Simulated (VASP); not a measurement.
VASP input:

**INCAR**
```
EDIFF = 1E-6   # SCF stop (eV)
LMIXTAU = .True.
BPARAM = 11.95
EDIFFG = -0.01   # ionic stop
ISMEAR = 1   # Methfessel-Paxton
IBRION = 2   # conjugate gradients
LCHARG = .False.
METAGGA = R2SCAN
LUSE_VDW = .True.
LASPH = .True.
PREC = Accurate
NSW = 60   # most ionic steps
LREAL = .False.
SYSTEM = Be
ALGO = Normal
ENCUT = 520   # plane-wave cut-off (eV)
ISIF = 3
NELM = 100   # most electronic steps
LWAVE = .False.
SIGMA = 0.1   # width (eV)
CPARAM = 0.0093
```

**KPOINTS**
```
Regular mesh
0
G
17 17 9
```

### POSCAR
```
Be
1.0
  1.1329309346  -1.9622937710   0.0000000000
  1.1329309346   1.9622937710   0.0000000000
  0.0000000000   0.0000000000   3.5616170335
Be
2
Cart
  1.1329309346   0.6540992319   0.8904042584
  1.1329309346  -0.6540992319   2.6712127751
```

POTCAR, in this order: Be (PBE.64 set). Program: vasp_std.

Q: Write an equivalent input for Ansatz.

A: One equivalent input (not run):
Ansatz 0.2 input:
```yaml
crystal:
  lattice:
    - [1.1329309, -1.9622938, 0.0000000]
    - [1.1329309, 1.9622938, 0.0000000]
    - [0.0000000, 0.0000000, 3.5616170]
  atoms:
    - { symbol: Be, position: [0.3333330, 0.6666670, 0.2500000] }
    - { symbol: Be, position: [0.6666670, 0.3333330, 0.7500000] }
kpoints:
  mp_grid: { grid: [17, 17, 9] }
hamiltonian:
  xc: r2scan
  dispersion: rvv10
  pseudopotentials: { kind: paw }
scf:
  occupations: { method: methfessel_paxton, width: 0.1 }
  max_iter: 100
relax:
  max_steps: 60
  f_tol: 0.01
  cell: {}
output: { forces: true, stress: true, eigenvalues: true }
```
The two are equivalent in intent, not identical: each code has its own PAW files, so the cut-off isn't converted (ENCUT is set for VASP's; basis.ecutwfc is left out, and Ansatz then takes the one that its files recommend); Ansatz stops its SCF on the density residual and VASP on the energy change (EDIFF).

The compound is Be in the hcp structure. It was relaxed first. The start is the result of an earlier pass.
